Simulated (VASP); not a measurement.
Given:

```yaml
crystal:
  lattice:
    - [0.00000, 2.67767, 2.67767]
    - [2.67767, 0.00000, 2.67767]
    - [2.67767, 2.67767, 0.00000]
  atoms:
    - { symbol: Zn, position: [0.00000, 0.00000, 0.00000] }
    - { symbol: S, position: [0.25000, 0.25000, 0.25000] }
```

These are rev-vdW-DF2, VASP's PBE PAW potentials (set 64) (plane waves; VASP) values and carry that method's errors. Run with 520 eV cut-off, 8×8×8 Γ-centred mesh, Gaussian smearing of 0.050 eV, potentials Zn S.

### Question
Predict the energy per atom (σ→0), pressure, band gap (on the k-mesh) with the smallest direct gap where there is one.

### Answer

```
Property                                     Result
-----------------------------------  --------------
band gap (on the k-mesh)                    2.13 eV
smallest direct gap (on the k-mesh)         2.13 eV
energy per atom (σ→0)                -1.418 eV/atom
pressure                                  24.6 kbar
```

Total energies compare only between runs with the same potentials, cut-off and functional.

The compound is ZnS in the zinc blende structure. This cell is one point of a volume scan, at 0.97 of the reference volume.
